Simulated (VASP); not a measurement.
VASP runs on PbSe (rock salt) share one base input (PBE GGA, plane waves, VASP's PBE PAW potentials (set 64)) and change the settings named in each case.

**KPOINTS**
```
Automatic mesh
0
Gamma
7 7 7
0 0 0
```

**POSCAR**
```
PbSe
1
    0.0000000000     3.0600000000     3.0600000000
    3.0600000000     0.0000000000     3.0600000000
    3.0600000000     3.0600000000     0.0000000000
Pb Se
1 1
Direct
  0.0000000000   0.0000000000   0.0000000000
  0.5000000000   0.5000000000   0.5000000000
```

### INCAR
```
ALGO=Normal
EDIFF=1E-6
ENCUT=400
GGA=PE
ISIF=2
ISMEAR=0
LASPH=T
LCHARG=F
LMAXMIX=4
LREAL=F
LWAVE=F
NELM=100
PREC=Accurate
SIGMA=0.05
SYSTEM=PbSe
```

POTCAR, in this order: Pb_d Se (PBE.64 set). Program: vasp_std.

```json
[
 {"change": "base run", "E(σ→0) (eV/atom)": "-4.0897", "pressure (GPa)": "2.37", "irreducible k-points": "20"},
 {"change": "KPOINTS 2×2×2 Monkhorst-Pack mesh", "E(σ→0) (eV/atom)": "-4.3775", "pressure (GPa)": "-0.24", "irreducible k-points": "2"},
 {"change": "KPOINTS 5×5×5 Monkhorst-Pack mesh", "E(σ→0) (eV/atom)": "-4.0946", "pressure (GPa)": "2.25", "irreducible k-points": "10"},
 {"change": "KPOINTS 8×8×8 Monkhorst-Pack mesh", "E(σ→0) (eV/atom)": "?", "pressure (GPa)": "?", "irreducible k-points": "60"},
 {"change": "KPOINTS 9×9×9 Monkhorst-Pack mesh", "E(σ→0) (eV/atom)": "?", "pressure (GPa)": "?", "irreducible k-points": "35"}
]
```

### Question
What belongs in the gaps?

### Answer

- KPOINTS 8×8×8 Monkhorst-Pack mesh, E(σ→0) (eV/atom): -4.0884
- KPOINTS 8×8×8 Monkhorst-Pack mesh, pressure (GPa): 2.43
- KPOINTS 9×9×9 Monkhorst-Pack mesh, E(σ→0) (eV/atom): -4.0888
- KPOINTS 9×9×9 Monkhorst-Pack mesh, pressure (GPa): 2.41

Unless said otherwise, spin-orbit coupling is left out, though it shifts the bands of the heavy elements here.

Left out are runs that ran out of time, are held back, or changed the cell or the kind of run, fixed moments of cells without a moment, rows past the twelfth, gaps on odd meshes, pressures of charged cells and columns that move by less than the noise.

The compound is PbSe in the rock salt structure. The cell was not relaxed at this level.
